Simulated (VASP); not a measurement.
All values below come from PBE GGA, VASP's PBE PAW potentials (set 64) (plane waves; VASP 6.6.1).

A VASP calculation is set up with these files.

KPOINTS:
```
Automatic mesh
0
Gamma
5 5 5
0 0 0
```

### INCAR
```
# general
SYSTEM   =  AlCo
PREC     =  Accurate
ENCUT    =  300
LREAL    =  .FALSE.
LASPH    =  .TRUE.

# electronic loop
EDIFF    =  1E-6   # SCF stop (eV)
NELM     =  100   # most electronic steps
ALGO     =  Normal   # blocked Davidson
LMAXMIX  =  4

# smearing
ISMEAR   =  1   # Methfessel-Paxton
SIGMA    =  0.272   # width (eV)

# functional
GGA      =  PE

# ions
ISIF     =  2

# output
LWAVE    =  .FALSE.
LCHARG   =  .FALSE.
```

POSCAR:
```
AlCo
1
    2.8194000000     0.0000000000     0.0000000000
    0.0000000000     2.8194000000     0.0000000000
    0.0000000000     0.0000000000     2.8194000000
Al Co
1 1
Direct
  0.0045020000  -0.0004610000  -0.0038080000
  0.4954980000   0.5004610000   0.5038080000
```

POTCAR, in this order: Al Co (PBE.64 set). Program: vasp_std.

What VASP printed:

OSZICAR:
```
       N       E                     dE             d eps       ncg     rms          rms(c)
DAV:   1     0.232867398988E+02    0.23287E+02   -0.38172E+03  1308   0.801E+02
DAV:   2    -0.129539977536E+02   -0.36241E+02   -0.33867E+02  1264   0.158E+02
DAV:   3    -0.136646352207E+02   -0.71064E+00   -0.70772E+00  1500   0.273E+01
DAV:   4    -0.136751066468E+02   -0.10471E-01   -0.10469E-01  1458   0.320E+00
DAV:   5    -0.136753700207E+02   -0.26337E-03   -0.26337E-03  1430   0.494E-01    0.125E+01
DAV:   6    -0.159995320032E+02   -0.23242E+01   -0.67863E+01  1480   0.117E+02    0.164E+01
DAV:   7    -0.120147916099E+02    0.39847E+01   -0.30368E+01  1386   0.739E+01    0.202E+00
DAV:   8    -0.119973771598E+02    0.17414E-01   -0.20175E-01  1368   0.402E+00    0.115E+00
DAV:   9    -0.119833412483E+02    0.14036E-01   -0.43149E-02  1484   0.275E+00    0.276E-01
DAV:  10    -0.119829367106E+02    0.40454E-03   -0.17599E-03  1604   0.579E-01    0.144E-01
DAV:  11    -0.119829332298E+02    0.34808E-05   -0.12996E-04  1440   0.146E-01    0.424E-02
DAV:  12    -0.119829121314E+02    0.21098E-04   -0.12541E-04  1426   0.156E-01    0.534E-03
DAV:  13    -0.119829122011E+02   -0.69644E-07   -0.10360E-06   770   0.950E-03
   1 F= -.11982912E+02 E0= -.11982738E+02  d E =-.521303E-03
```

**OUTCAR**
```
------------------------ aborting loop because EDIFF is reached ----------------------------------------
  FORCE on cell =-STRESS in cart. coord.  units (eV):
  Direction    XX          YY          ZZ          XY          YZ          ZX
  --------------------------------------------------------------------------------------
  Total        0.8665416      0.8720014      0.8681139     -0.0017956      0.0015200     -0.0148597
  in kB       61.9483743     62.3386892     62.0607801     -0.1283645      0.1086628     -1.0623112
  external PRESSURE =      62.1159479 kB  Pullay stress =       0.0000000 kB
  volume of cell :       22.41
      direct lattice vectors                 reciprocal lattice vectors
     2.819400000  0.000000000  0.000000000     0.354685394  0.000000000  0.000000000
     0.000000000  2.819400000  0.000000000     0.000000000  0.354685394  0.000000000
     0.000000000  0.000000000  2.819400000     0.000000000  0.000000000  0.354685394
 POSITION                                       TOTAL-FORCE (eV/Angst)
 -----------------------------------------------------------------------------------
      0.01269      2.81810      2.80866        -0.207543      0.021291      0.175655
      1.39701      1.41100      1.42044         0.207543     -0.021291     -0.175655
 -----------------------------------------------------------------------------------
    total drift:                               -0.000503      0.000059      0.000414
  FREE ENERGIE OF THE ION-ELECTRON SYSTEM (eV)
  ---------------------------------------------------
  free  energy   TOTEN  =       -11.9829122011 eV

  energy  without entropy=      -11.9823908981  energy(sigma->0) =      -11.98273843
```
(Selected blocks of OUTCAR.)

At this cut-off the stress carries a Pulay error, which pulls relaxed volumes low.

The structure comes from a computed database's AlCo entry; how it stands against other phases isn't given here. The cell was not relaxed at this level, atoms are displaced from their ideal sites. The k-mesh is coarse (spacing up to 0.45 per Å, 2π included), so the numbers may not be converged in it. The run is one of a series of settings (KPOINTS 5×5×5 Γ-centred mesh against the base run), some of them coarse on purpose. The run is not spin-polarised, so no magnetic state was tried.
